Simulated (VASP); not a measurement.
An input for Quantum ESPRESSO's pw.x (written as the equivalent of a VASP run, and not itself run):

```
&CONTROL
  calculation = 'scf'
  pseudo_dir = './pseudo'
  outdir = './out'
  tprnfor = .true.
  tstress = .true.
/
&SYSTEM
  ibrav = 0
  nat = 2
  ntyp = 2
  ecutwfc = 90
  occupations = 'tetrahedra'
  input_dft = 'vdw-df2-b86r'
  nspin = 2
  starting_magnetization(1) = 0.29
  starting_magnetization(2) = 0.03
/
&ELECTRONS
  conv_thr = 7.3e-09
  electron_maxstep = 100
/
ATOMIC_SPECIES
  Fe 55.845 Fe.upf
  Pt 195.084 Pt.upf
CELL_PARAMETERS angstrom
     2.7085023    0.0000000    0.0000000
     0.0000000    2.7085023    0.0000000
     0.0000000   -0.0000000    3.7398043
ATOMIC_POSITIONS crystal
  Fe   1.0000000  0.0000000  0.0000000
  Pt   0.5000000  0.5000000  0.5000000
K_POINTS automatic
  15 15 11 0 0 0
```

Write the VASP files for the same calculation (rev-vdW-DF2).

This is not unique; one that fits is 
INCAR:
```
# general
SYSTEM   = FePt
PREC     = Accurate
ENCUT    = 520   # plane-wave cut-off (eV)
LREAL    = .FALSE.   # projection in real space or not
LASPH    = .TRUE.   # aspherical one-centre terms

# electronic loop
EDIFF    = 1E-7
NELM     = 100   # most electronic steps
ALGO     = Normal
LMAXMIX  = 6   # l cut-off of mixed one-centre charges

# smearing
ISMEAR   = -5   # tetrahedra, Bloechl

# functional
GGA      = MK
LUSE_VDW = .TRUE.
AGGAC    = 0.0
PARAM1   = 0.1234568
PARAM2   = 0.7114
ZAB_VDW  = -1.8867

# spin
ISPIN    = 2
MAGMOM   = 2.9 0.3

# ions
ISIF     = 2   # forces and stress, cell fixed

# output
LWAVE    = .FALSE.
LCHARG   = .TRUE.
LORBIT   = 11   # lm-projected
NEDOS    = 601
```

KPOINTS:
```
Automatic mesh
0
Gamma
15 15 11
0 0 0
```

### POSCAR
```
FePt
1
    2.7085022987     0.0000000000     0.0000000000
    0.0000000000     2.7085022987     0.0000000000
    0.0000000000    -0.0000000000     3.7398042574
Fe Pt
1 1
Direct
  1.0000000000   0.0000000000   0.0000000000
  0.5000000000   0.5000000000   0.5000000000
```

POTCAR, in this order: Fe Pt (PBE.64 set). Program: vasp_std.

What does not carry over: the potentials are each code's own (VASP's PAW set, PseudoDojo norm-conserving files in pw.x), so ENCUT and ecutwfc are chosen apart and not converted; conv_thr bounds pw.x's estimated SCF error, while EDIFF bounds the energy change between steps; starting_magnetization is a fraction of the valence charge and MAGMOM a moment in μB, so they match only roughly.

The compound is FePt in the L1_0 structure. It was relaxed first.
